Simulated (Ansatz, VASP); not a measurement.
CsLu in VASP and in Ansatz

File INCAR:

```
SYSTEM = CsLu
PREC = Accurate
ENCUT = 520
EDIFF = 1E-6
ISMEAR = 0
SIGMA = 0.1
LREAL = .False.
LASPH = .True.
NELM = 80
ALGO = Normal
ISIF = 2
LWAVE = .False.
LCHARG = .False.
GGA = PE
NBANDS = 24
```

File KPOINTS:

```
regular mesh
0
Gamma
  4 4 4
  0 0 0
```

File POSCAR:

```
CsLu
1.0
    0.0000000000      3.4607044700      3.4607044700
    3.4607044700      0.0000000000      3.4607044700
    3.4607044700      3.4607044700      0.0000000000
Cs Lu
1 1
Direct
    0.5000000000      0.5000000000      0.5000000000
    0.0000000000      0.0000000000      0.0000000000
```

Input for Ansatz:

```yaml
crystal:
  lattice:
    - [0.0, 3.46070447, 3.46070447]
    - [3.46070447, 0.0, 3.46070447]
    - [3.46070447, 3.46070447, 0.0]
  atoms:
    - { symbol: Cs, position: [0.5, 0.5, 0.5] }
    - { symbol: Lu, position: [0.0, 0.0, 0.0] }
basis:
  ecutwfc: 420
kpoints:
  mp_grid: { grid: [4, 4, 4] }
hamiltonian:
  xc: pbe
scf:
  occupations: { method: gaussian, width: 0.1 }
  lower_state_search: "off"
output:
  forces: true
  stress: true
  eigenvalues: true
```

Change from the starting cell: species swapped into the LuBi type (Fm-3m, No. 225).

Alike in both runs: task single point; functional PBE; k mesh 4 × 4 × 4; occupations gaussian, width 0.1 eV; no spin polarisation.

|  | VASP | Ansatz |
| --- | --- | --- |
| version | VASP 6.6.1 | Ansatz 0.2.0 |
| potentials or method | VASP PAW PBE potentials, release 64 (Cs_sv, Lu) | scalar-relativistic, plane waves, PAW |
| plane-wave cutoff (eV) | 520 | 420 |
| valence electrons in the cell | 34 | 34 |

Ansatz gave:

| Quantity | Value |
| --- | --- |
| gap on the k mesh at the Fermi level (eV) | none |
| pressure (GPa) | 4.1 |

**Question.** Estimate VASP's values.

**Answer.** gap on the k mesh at the Fermi level (eV): none; pressure (GPa): 4.2.

A gap of «none» marks a metal or a gap that the smearing closes.

Caveats: the k mesh is coarse (spacing up to 0.39 Å⁻¹), so the values aren't converged. Spin-orbit coupling is left out, which matters for the levels of Cs, Lu.
